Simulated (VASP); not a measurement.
The system is Sc.

```
CELL_PARAMETERS angstrom
3.68000 0.00000 0.00000
0.00000 3.68000 0.00000
0.00000 0.00000 3.68000
ATOMIC_POSITIONS crystal
Sc 0.00000 0.00000 0.00000
Sc 0.50000 0.50000 0.50000
```

The cell was built by a generator and needn't be a form met in nature.

| Item | Value |
| --- | --- |
| Program | VASP 6.6.1 |
| Task | relaxation of cell and atoms |
| Functional | LDA |
| Potentials or basis | VASP PAW LDA potentials, release 64 (Sc_sv) |
| Cutoff | 600 eV |
| k mesh | 6 × 6 × 6 |
| Occupations | fermi-dirac, width 0.1 eV |
| Spin | no spin polarisation |

At the start: pressure -4.5 GPa; volume 24.92 Å³/atom.

**Question.** Where does the relaxation end?

**Answer.** Over 3 steps the energy falls by 30.3 meV/atom and the volume is 22.86 Å³/atom (-8.2 %); space group Im-3m (No. 229, to 0.05 Å).

The path:
```tsv
step	energy change (eV)	largest force (eV/Å)	pressure (GPa)	volume (Å³)
1	0.0000	0.0000	-4.46	49.84
2	-0.0583	0.0000	1.00	44.99
3	-0.0606	0.0000	0.05	45.73
```

Final structure:
```
Sc
1.0
     3.57592    0.00000    0.00000
     0.00000    3.57592    0.00000
     0.00000    0.00000    3.57592
Sc
2
Direct
  0.00000 0.00000 0.00000
  0.50000 0.50000 0.50000
```
